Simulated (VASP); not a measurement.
A VASP calculation is set up with these files.

INCAR:
```
SYSTEM = CdS
PREC = Accurate
ENCUT = 400
EDIFF = 1E-6
NELM = 60
ALGO = VeryFast
LREAL = .FALSE.
LASPH = .TRUE.
ISMEAR = 0
SIGMA = 0.05
GGA = PE
LMAXMIX = 4
LWAVE = .FALSE.
LCHARG = .FALSE.
ISIF = 2
NELMDL = -1
```

KPOINTS:
```
Automatic mesh
0
Gamma
5 5 3
0 0 0
```

File POSCAR:
```
CdS
1
    2.1114000000    -3.6570520000     0.0000000000
    2.1114000000     3.6570520000     0.0000000000
    0.0000000000     0.0000000000     6.8544000000
Cd S
2 2
Direct
  0.6666670000   0.3333330000   0.5000000000
  0.3333330000   0.6666670000   0.0000000000
  0.6666670000   0.3333330000   0.8770000000
  0.3333330000   0.6666670000   0.3770000000
```

POTCAR, in this order: Cd S (PBE.64 set). Program: vasp_std.

Output

### standard output
```
...
RMM:  21     0.226176809127E+04    0.13451E+01    0.16518E+00   872   0.875E+01    0.503E+02
RMM:  22     0.226257642755E+04    0.80834E+00    0.18671E+00   859   0.845E+01    0.297E+02
RMM:  23     0.226309932031E+04    0.52289E+00    0.13168E+00   866   0.826E+01    0.102E+02
RMM:  24     0.226294814104E+04   -0.15118E+00   -0.20373E+00   876   0.796E+01    0.201E+01
RMM:  25     0.226194191378E+04   -0.10062E+01   -0.10024E+01   868   0.764E+01    0.113E+01
RMM:  26     0.226093386852E+04   -0.10080E+01   -0.99569E+00   876   0.739E+01    0.307E+01
RMM:  27     0.226040140367E+04   -0.53246E+00   -0.53459E+00   861   0.713E+01    0.357E+01
RMM:  28     0.226009423492E+04   -0.30717E+00   -0.30372E+00   879   0.694E+01    0.358E+01
RMM:  29     0.225986708911E+04   -0.22715E+00   -0.24595E+00   846   0.677E+01    0.678E+01
RMM:  30     0.225969350158E+04   -0.17359E+00   -0.16947E+00   880   0.661E+01    0.830E+01
RMM:  31     0.225950481631E+04   -0.18869E+00   -0.17285E+00   846   0.647E+01    0.250E+01
RMM:  32     0.225938058858E+04   -0.12423E+00   -0.11144E+00   880   0.634E+01    0.245E+01
RMM:  33     0.225922440554E+04   -0.15618E+00   -0.15060E+00   863   0.621E+01    0.287E+01
RMM:  34     0.225912324442E+04   -0.10116E+00   -0.11069E+00   880   0.610E+01    0.263E+01
RMM:  35     0.225894927154E+04   -0.17397E+00   -0.17652E+00   846   0.598E+01    0.358E+01
RMM:  36     0.225878932073E+04   -0.15995E+00   -0.15580E+00   863   0.588E+01    0.337E+01
RMM:  37     0.225863229164E+04   -0.15703E+00   -0.17024E+00   846   0.578E+01    0.315E+01
RMM:  38     0.225853234529E+04   -0.99946E-01   -0.11185E+00   880   0.569E+01    0.266E+01
RMM:  39     0.225843951011E+04   -0.92835E-01   -0.10630E+00   846   0.560E+01    0.246E+01
RMM:  40     0.225839690123E+04   -0.42609E-01   -0.55342E-01   880   0.553E+01    0.281E+01
RMM:  41     0.225831315581E+04   -0.83745E-01   -0.90157E-01   846   0.545E+01    0.180E+01
RMM:  42     0.225821366802E+04   -0.99488E-01   -0.10140E+00   880   0.537E+01    0.130E+01
RMM:  43     0.225804973966E+04   -0.16393E+00   -0.16588E+00   863   0.529E+01    0.941E+00
RMM:  44     0.225786930007E+04   -0.18044E+00   -0.17727E+00   880   0.521E+01    0.824E+00
RMM:  45     0.225767053398E+04   -0.19877E+00   -0.19599E+00   863   0.513E+01    0.840E+00
RMM:  46     0.225751330995E+04   -0.15722E+00   -0.14725E+00   880   0.507E+01    0.842E+00
RMM:  47     0.225733731591E+04   -0.17599E+00   -0.17336E+00   863   0.500E+01    0.934E+00
RMM:  48     0.225717051311E+04   -0.16680E+00   -0.14316E+00   864   0.494E+01    0.110E+01
RMM:  49     0.225696967590E+04   -0.20084E+00   -0.19596E+00   872   0.487E+01    0.134E+01
RMM:  50     0.225680150072E+04   -0.16818E+00   -0.16666E+00   878   0.482E+01    0.137E+01
RMM:  51     0.225662007516E+04   -0.18143E+00   -0.18100E+00   865   0.476E+01    0.147E+01
RMM:  52     0.225647653727E+04   -0.14354E+00   -0.14466E+00   846   0.471E+01    0.146E+01
RMM:  53     0.225632331145E+04   -0.15323E+00   -0.15703E+00   859   0.465E+01    0.144E+01
RMM:  54     0.225620265457E+04   -0.12066E+00   -0.12206E+00   880   0.461E+01    0.136E+01
RMM:  55     0.225604934386E+04   -0.15331E+00   -0.15154E+00   853   0.455E+01    0.138E+01
RMM:  56     0.225591839738E+04   -0.13095E+00   -0.12999E+00   880   0.450E+01    0.141E+01
RMM:  57     0.225576193477E+04   -0.15646E+00   -0.15461E+00   856   0.445E+01    0.150E+01
RMM:  58     0.225563126726E+04   -0.13067E+00   -0.12725E+00   874   0.441E+01    0.168E+01
RMM:  59     0.225547789501E+04   -0.15337E+00   -0.15054E+00   853   0.437E+01    0.183E+01
RMM:  60     0.225535588322E+04   -0.12201E+00   -0.12053E+00   876   0.433E+01

 -----------------------------------------------------------------------------
|                                                                             |
|           W    W    AA    RRRRR   N    N  II  N    N   GGGG   !!!           |
|           W    W   A  A   R    R  NN   N  II  NN   N  G    G  !!!           |
|           W    W  A    A  R    R  N N  N  II  N N  N  G       !!!           |
|           W WW W  AAAAAA  RRRRR   N  N N  II  N  N N  G  GGG   !            |
|           WW  WW  A    A  R   R   N   NN  II  N   NN  G    G                |
|           W    W  A    A  R    R  N    N  II  N    N   GGGG   !!!           |
|                                                                             |
|     The electronic self-consistency was not achieved in the given           |
|     number of steps (NELM). The forces and other quantities evaluated       |
|     might not be reliable so examine the results carefully. If you find     |
|     spurious results, we suggest increasing NELM, if you were close to      |
|     convergence or switching to a different ALGO or adjusting the           |
|     density mixing parameters otherwise.                                    |
|                                                                             |
 -----------------------------------------------------------------------------

   1 F= 0.22553559E+04 E0= 0.22553579E+04  d E =-.411445E-02
```

File OUTCAR:
```
------------------------ aborting loop EDIFF was not reached (unconverged)  ----------------------------
  FORCE on cell =-STRESS in cart. coord.  units (eV):
  Direction    XX          YY          ZZ          XY          YZ          ZX
  --------------------------------------------------------------------------------------
  Total      712.3507346    712.3507053    695.8049642      0.0000000      0.0000000      0.0000000
  in kB    10782.1002502  10782.0998074  10531.6644102      0.0000000      0.0000000      0.0000000
  external PRESSURE =   10698.6214893 kB  Pullay stress =       0.0000000 kB
  volume of cell :      105.85
      direct lattice vectors                 reciprocal lattice vectors
     2.111400000 -3.657052000  0.000000000     0.236809700 -0.136722147  0.000000000
     2.111400000  3.657052000  0.000000000     0.236809700  0.136722147  0.000000000
     0.000000000  0.000000000  6.854400000     0.000000000  0.000000000  0.145891690
  FREE ENERGIE OF THE ION-ELECTRON SYSTEM (eV)
  ---------------------------------------------------
  free  energy   TOTEN  =      2255.3558832170 eV

  energy  without entropy=     2255.3599976642  energy(sigma->0) =     2255.35794044
```
(Selected blocks of OUTCAR.)

Problem. Read the log: what went wrong, and how is it fixed?

Solution. The cause: ALGO = VeryFast starts from random orbitals with almost no delay (NELMDL = -1). Convergence was not reached. Against the sound run, the energy per atom (σ→0) increases by 566.910 eV/atom; the pressure increases by 1070.80 GPa. To mend it, set ALGO = Normal, remove NELMDL.

The mended run (PBE GGA, plane waves, VASP's PBE PAW potentials (set 64)) converges, and its OSZICAR ends with
```
   1 F= -.12284011E+02 E0= -.12284011E+02  d E =-.140070E-13
```

The compound is CdS in the wurtzite structure. The cell was not relaxed at this level.
